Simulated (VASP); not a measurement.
These are PBE GGA, VASP's PBE PAW potentials (set 64) (plane waves; VASP) values and carry that method's errors.

VASP ran on this input.

File POSCAR:
```
Cs
1
   -3.0500000000     3.0500000000     3.0500000000
    3.0500000000    -3.0500000000     3.0500000000
    3.0500000000     3.0500000000    -3.0500000000
Cs
1
Direct
  0.0000000000   0.0000000000   0.0000000000
```

### INCAR
```
! general
SYSTEM =Cs
PREC   =Accurate
ENCUT  =300   ! plane-wave cut-off (eV)
LREAL  =.False.
LASPH  =.True.   ! aspherical one-centre terms

! electronic loop
EDIFF  =1E-6   ! SCF stop (eV)
NELM   =100   ! most electronic steps
ALGO   =Normal   ! blocked Davidson
LMAXMIX=4

! smearing
ISMEAR =-1   ! Fermi-Dirac
SIGMA  =0.05   ! width (eV)

! functional
GGA    =PE

! ions
ISIF   =2

! output
LWAVE  =.False.
LCHARG =.False.
```

### KPOINTS
```
Automatic mesh
0
gamma
 6 6 6
0 0 0
```

POTCAR, in this order: Cs_sv (PBE.64 set). Program: vasp_std.

The resulting files:

**OSZICAR**
```
       N       E                     dE             d eps       ncg     rms          rms(c)
DAV:   1     0.468943240149E+02    0.46894E+02   -0.22945E+03   256   0.529E+02
DAV:   2     0.258824621852E+01   -0.44306E+02   -0.43996E+02   344   0.107E+02
DAV:   3    -0.802359593188E+00   -0.33906E+01   -0.33904E+01   256   0.372E+01
DAV:   4    -0.845144614076E+00   -0.42785E-01   -0.42785E-01   480   0.506E+00
DAV:   5    -0.845159021933E+00   -0.14408E-04   -0.14408E-04   352   0.662E-02    0.143E-01
DAV:   6    -0.845586969961E+00   -0.42795E-03   -0.14616E-03   424   0.219E-01    0.919E-02
DAV:   7    -0.846548471118E+00   -0.96150E-03   -0.35565E-03   320   0.359E-01    0.387E-02
DAV:   8    -0.846662865058E+00   -0.11439E-03   -0.15288E-04   368   0.914E-02    0.404E-03
DAV:   9    -0.846663886553E+00   -0.10215E-05   -0.20759E-06   440   0.827E-03    0.241E-03
DAV:  10    -0.846663332194E+00    0.55436E-06   -0.92368E-07   352   0.534E-03
   1 F= -.84666333E+00 E0= -.83749382E+00  d E =-.183390E-01
```

**OUTCAR**
```
------------------------ aborting loop because EDIFF is reached ----------------------------------------
  FORCE on cell =-STRESS in cart. coord.  units (eV):
  Direction    XX          YY          ZZ          XY          YZ          ZX
  --------------------------------------------------------------------------------------
  Total        0.0304808      0.0304808      0.0304808     -0.0000000     -0.0000000     -0.0000000
  in kB        0.4303060      0.4303060      0.4303060     -0.0000000     -0.0000000     -0.0000000
  external PRESSURE =       0.4303060 kB  Pullay stress =       0.0000000 kB
  volume of cell :      113.49
      direct lattice vectors                 reciprocal lattice vectors
    -3.050000000  3.050000000  3.050000000     0.000000000  0.163934426  0.163934426
     3.050000000 -3.050000000  3.050000000     0.163934426  0.000000000  0.163934426
     3.050000000  3.050000000 -3.050000000     0.163934426  0.163934426  0.000000000
 POSITION                                       TOTAL-FORCE (eV/Angst)
 -----------------------------------------------------------------------------------
      0.00000      0.00000      0.00000        -0.000000      0.000000     -0.000000
 -----------------------------------------------------------------------------------
    total drift:                               -0.000000     -0.000000      0.000000
  FREE ENERGIE OF THE ION-ELECTRON SYSTEM (eV)
  ---------------------------------------------------
  free  energy   TOTEN  =        -0.8466633322 eV

  energy  without entropy=       -0.8283243109  energy(sigma->0) =       -0.83749382
```
(Selected blocks of OUTCAR.)

At this cut-off the stress carries a Pulay error, which pulls relaxed volumes low.

The structure is a typed Cs crystal (Im-3m). The cell was not relaxed at this level.
